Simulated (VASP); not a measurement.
VASP input:

File KPOINTS:
```
Automatic mesh
0
Gamma
8 8 8
0 0 0
```

**INCAR**
```
SYSTEM = HfO2
PREC = Accurate
ENCUT = 520
EDIFF = 1E-7
NELM = 100
ALGO = Normal
LREAL = .FALSE.
LASPH = .TRUE.
ISMEAR = 0
SIGMA = 0.05
GGA = PE
IVDW = 12
LMAXMIX = 6
LWAVE = .FALSE.
LCHARG = .FALSE.
ISIF = 2
```

File POSCAR:
```
HfO2
1
    0.0000000000     2.5489481206     2.5489481206
    2.5489481206     0.0000000000     2.5489481206
    2.5489481206     2.5489481206     0.0000000000
Hf O
1 2
Direct
  0.0000000000   0.0000000000   0.0000000000
  0.2500000000   0.2500000000   0.2500000000
  0.7500000000   0.7500000000   0.7500000000
```

POTCAR, in this order: Hf_pv O (PBE.64 set). Program: vasp_std.

Problem. Translate this PBE-D3(BJ) calculation to Quantum ESPRESSO's pw.x.

Solution. One equivalent input (not run):
```
&CONTROL
  calculation = 'scf'
  pseudo_dir = './pseudo'
  outdir = './out'
  tprnfor = .true.
  tstress = .true.
/
&SYSTEM
  ibrav = 0
  nat = 3
  ntyp = 2
  ecutwfc = 84
  occupations = 'smearing'
  smearing = 'gaussian'
  degauss = 0.003675
  input_dft = 'pbe'
  vdw_corr = 'grimme-d3'
  dftd3_version = 4
  dftd3_threebody = .false.
/
&ELECTRONS
  conv_thr = 7.3e-09
  electron_maxstep = 100
/
ATOMIC_SPECIES
  Hf 178.490 Hf.upf
  O 15.999 O.upf
CELL_PARAMETERS angstrom
     0.0000000    2.5489481    2.5489481
     2.5489481    0.0000000    2.5489481
     2.5489481    2.5489481    0.0000000
ATOMIC_POSITIONS crystal
  Hf   0.0000000  0.0000000  0.0000000
  O    0.2500000  0.2500000  0.2500000
  O    0.7500000  0.7500000  0.7500000
K_POINTS automatic
  8 8 8 0 0 0
```
The two are equivalent in intent, not identical: the potentials are each code's own (VASP's PAW set, PseudoDojo norm-conserving files in pw.x), so ENCUT and ecutwfc are chosen apart and not converted; conv_thr bounds pw.x's estimated SCF error, while EDIFF bounds the energy change between steps.

The compound is HfO2 in the fluorite structure, the high-temperature cubic form, which is unstable at 0 K; the monoclinic form is the stable one. This cell is one point of a volume scan, at 1.03 of the reference volume.
